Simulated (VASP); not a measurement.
InP (zinc blende):

```yaml
crystal:
  lattice:
    - [0.00000, 2.93500, 2.93500]
    - [2.93500, 0.00000, 2.93500]
    - [2.93500, 2.93500, 0.00000]
  atoms:
    - { symbol: In, position: [0.00000, 0.00000, 0.00000] }
    - { symbol: P, position: [0.25000, 0.25000, 0.25000] }
```

The lowest empty band near Γ, direction [100], from mBJ (TB09) with spin-orbit coupling in VASP (PAW); its two spin partners are averaged. The gap over the points computed is 1.62 eV, and the next band on that side lies 2.81 eV away at the edge.

Run with 400 eV cut-off, 9×9×9 Γ-centred mesh, Gaussian smearing of 0.050 eV, potentials In_d P.

```tsv
distance from the edge in k (1/Å)	distance in energy (meV)
0.012	4.5
0.018	10.1
0.025	19.4
0.035	37.6
0.050	75.0
0.070	141.3
```

**Question.** Fit E(1 + αE) = ħ²k²/2m* (ħ²/2m0 = 3.810 eV Å²) and predict the row at 0.095 1/Å.

**Answer.** Least squares on the energies gives the electron mass m* = 0.121 m0 and α = 0.64 per eV, and so 245.4 meV. The run gave 245.1 meV, -0.3 meV from the fit.

Left out are points under 3 meV from the edge, since the levels carry 0.1 meV, and points farther than half the way to the next band.

The compound is InP in the zinc blende structure. The cell was not relaxed at this level.
